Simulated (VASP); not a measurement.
# Al2Sn2Ge3 (Immm) in VASP: notebook, part 2 of 2

VASP 6.6.1.

## (3) Single point, PBE

The input, INCAR:

```
SYSTEM = Al2Sn2Ge3
ALGO = Fast
EDIFF = 1E-6
ENCUT = 520
GGA = PE
ISIF = 2
ISMEAR = 1
LASPH = .TRUE.
LCHARG = .FALSE.
LREAL = .FALSE.
LWAVE = .FALSE.
NBANDS = 47
NELM = 80
PREC = Accurate
SIGMA = 0.005
```

The input, KPOINTS:

```
k-points
0
G
  5 5 5
  0 0 0
```

The input, POSCAR:

```
Al2Sn2Ge3
1.0
    0.0000000000      0.0000000000      4.5484640000
    4.1077850000      0.0000000000      0.0000000000
    2.0538930000      9.1056670000     -2.2742320000
Sn Al Ge
2 2 3
Direct
    0.3584000000      0.6416000000      0.7168000000
    0.6416000000      0.3584000000      0.2832000000
    0.4351000000      0.0649000000      0.8702000000
    0.5649000000      0.9351000000      0.1298000000
    0.0000000000      0.5000000000      0.0000000000
    0.1832000000      0.8168000000      0.3664000000
    0.8168000000      0.1832000000      0.6336000000
```

Potentials or basis: VASP PAW PBE potentials, release 64 (Sn_d, Al, Ge_d).

On the command line:

```console
$ cat potpaw_PBE.64/Sn_d/POTCAR potpaw_PBE.64/Al/POTCAR potpaw_PBE.64/Ge_d/POTCAR > POTCAR
$ mpirun -np 1 vasp_std > vasp.out
```

OUTCAR:

```text
SYSTEM = Al2Sn2Ge3
   EDIFF = 1E-6
   ENCUT = 520
   GGA = PE
   ISIF = 2
   ISMEAR = 1
   LASPH = .TRUE.
   LREAL = .FALSE.
   NELM = 80
   PREC = Accurate

 ion  position               nearest neighbor table
   1  0.358  0.642  0.717-   3 2.48   3 2.48   7 3.16   7 3.16   7 3.16   7 3.16   6 3.19
   2  0.642  0.358  0.283-   4 2.48   4 2.48   6 3.16   6 3.16   6 3.16   6 3.16   7 3.19
   3  0.435  0.065  0.870-   4 2.36   1 2.48   1 2.48   7 3.13   7 3.13
   4  0.565  0.935  0.130-   3 2.36   2 2.48   2 2.48   6 3.13   6 3.13
   5  0.000  0.500  0.000-
   6  0.183  0.817  0.366-   4 3.13   4 3.13   2 3.16   2 3.16   2 3.16   2 3.16   1 3.19
   7  0.817  0.183  0.634-   3 3.13   3 3.13   1 3.16   1 3.16   1 3.16   1 3.16   2 3.19

  LATTYP: Found a body centered orthorhombic cell.
 ALAT       =     4.1077850000
 B/A-ratio  =     1.1072789837
 C/A-ratio  =     4.4333707826

  Lattice vectors:

 A1 = (  -2.0538930000,  -9.1056670000,   2.2742320000)
 A2 = (   2.0538920000,  -9.1056670000,  -2.2742320000)
 A3 = (   2.0538930000,   9.1056670000,   2.2742320000)

Analysis of symmetry for initial positions (statically):
=====================================================================
 Subroutine PRICEL returns:
 Original cell was already a primitive cell.

 Routine SETGRP: Setting up the symmetry group for a
 body centered orthorhombic supercell.

 Subroutine GETGRP returns: Found  8 space group operations
 (whereof  8 operations were pure point group operations)
 out of a pool of  8 trial point group operations.

The static configuration has the point symmetry D_2h.

Analysis of symmetry for dynamics (positions and initial velocities):
=====================================================================
 Subroutine PRICEL returns:
 Original cell was already a primitive cell.

 Routine SETGRP: Setting up the symmetry group for a
 body centered orthorhombic supercell.

 Subroutine GETGRP returns: Found  8 space group operations
[... 138 lines left out ...]
   GGA     = PE    functional components
   LHFCALC =     F    Hartree Fock is set to
   AEXX    =    0.0000 exact exchange contribution
   IVDW    =     0    specifies the selected vdW correction
   LEPSILON=     F    determine dielectric tensor
   LRPA    =     F    only Hartree local field effects (RPA)
 non-spin polarized calculation
 RMM-DIIS sequential band-by-band and
 Methfessel and Paxton  Order N= 1 SIGMA  =   0.01
  energy-cutoff  :      520.00
  volume of cell :      170.13
 maximum number of plane-waves:      4630
 NGX is ok and might be reduce to    36
   NGX = 17   NGY = 15   NGZ = 35

 number of electron      76.0000005 magnetization

 Free energy of the ion-electron system (eV)
  ---------------------------------------------------
  ext. energy  EPLUGINS =         0.00000000
  ---------------------------------------------------
  free energy    TOTEN  =       -24.87499359 eV

  energy without entropy =      -24.87501418  energy(sigma->0) =      -24.87500045

 E-fermi :   5.7470     XC(G=0):  -9.8308

 val. band max:        5.7434743472   @ k =   0.0000   0.4000  -0.0000
 cond. band min:       5.7680845510   @ k =  -0.4000   0.2000   0.0000
 fundamental gap:      0.0246102038
 Fermi energy:         5.7470489812

 k-point     1 :       0.0000    0.0000    0.0000
  band No.  band energies     occupation
      1     -19.2970      2.00000
      2     -19.2939      2.00000
      3     -19.2737      2.00000
      4     -19.2583      2.00000
      5     -19.2536      2.00000
      6     -19.0552      2.00000
[... 1189 lines left out ...]
     46      10.1382      0.00000
     47      10.3989      0.00000

 [... further k-points ...]

------------------------ aborting loop because EDIFF is reached ----------------------------------------

  FORCE on cell =-STRESS in cart. coord.  units (eV):
  Direction    XX          YY          ZZ          XY          YZ          ZX
  --------------------------------------------------------------------------------------
  -------------------------------------------------------------------------------------
  Total        9.2070646      4.2702962     -6.0120602      0.0000002      0.0000000      0.0000000
  in kB       86.7056786     40.2146551    -56.6173674      0.0000022      0.0000000      0.0000000
  external PRESSURE =      23.4343221 kB  Pullay stress =       0.0000000 kB

 VOLUME and BASIS-vectors are now :
 -----------------------------------------------------------------------------
  energy-cutoff  :      520.00
  volume of cell :      170.13
      direct lattice vectors                 reciprocal lattice vectors
     0.000000000  0.000000000  4.548464000     0.000000000  0.054910859  0.219854439
     4.107785000  0.000000000  0.000000000     0.243440200 -0.054910873  0.000000000
     2.053893000  9.105667000 -2.274232000     0.000000000  0.109821719  0.000000000

 POSITION                                       TOTAL-FORCE (eV/Angst)
 -----------------------------------------------------------------------------------
      4.10779      6.52694      0.00000        -0.000000     -2.356526      0.000000
      2.05389      2.57872      2.27423         0.000000      2.356526      0.000000
      2.05389      7.92375      0.00000         0.000000      0.156742      0.000000
      4.10779      1.18192      2.27423        -0.000000     -0.156742     -0.000000
      2.05389      0.00000      0.00000        -0.000000      0.000000      0.000000
      4.10779      3.33632      0.00000        -0.000000     -0.074858     -0.000000
      2.05389      5.76935      2.27423         0.000000      0.074858      0.000000
 -----------------------------------------------------------------------------------
    total drift:                               -0.000000      0.000000      0.000000

  FREE ENERGIE OF THE ION-ELECTRON SYSTEM (eV)
  ---------------------------------------------------
  free  energy   TOTEN  =       -24.8749935906 eV

  energy  without entropy=      -24.8750141762  energy(sigma->0) =      -24.87500045
```

stdout:

```text
POSCAR found type information on POSCAR SnAlGe
 POSCAR found :  3 types and       7 ions
 scaLAPACK will be used
 LDA part: xc-table for (Slater+PW92), standard interpolation
 POSCAR, INCAR and KPOINTS ok, starting setup
 FFT: planning ... GRIDC
 FFT: planning ... GRID_SOFT
 FFT: planning ... GRID
 WAVECAR not read
 entering main loop
```

Wall time 4.3 min (1 thread of Intel Xeon Platinum 8488C (Sapphire Rapids), shared host); peak memory 0.37 GiB.

What came out:

```yaml
Free_energy: -24.8750 eV
Pressure: 2.3 GPa
Largest_force: 2.357 eV/Å
Band_gap_on_the_k_mesh: none (metal or under the smearing width)
```

Forces in eV/Å, atoms in the order of the input:
```
Sn   0.000 -2.357  0.000
Sn   0.000  2.357  0.000
Al   0.000  0.157  0.000
Al   0.000 -0.157  0.000
Ge   0.000  0.000  0.000
Ge   0.000 -0.075  0.000
Ge   0.000  0.075  0.000
```

Caveat: forces of over 1 eV/Å show positions far from the minimum, so gaps and moduli don't describe the material at rest.
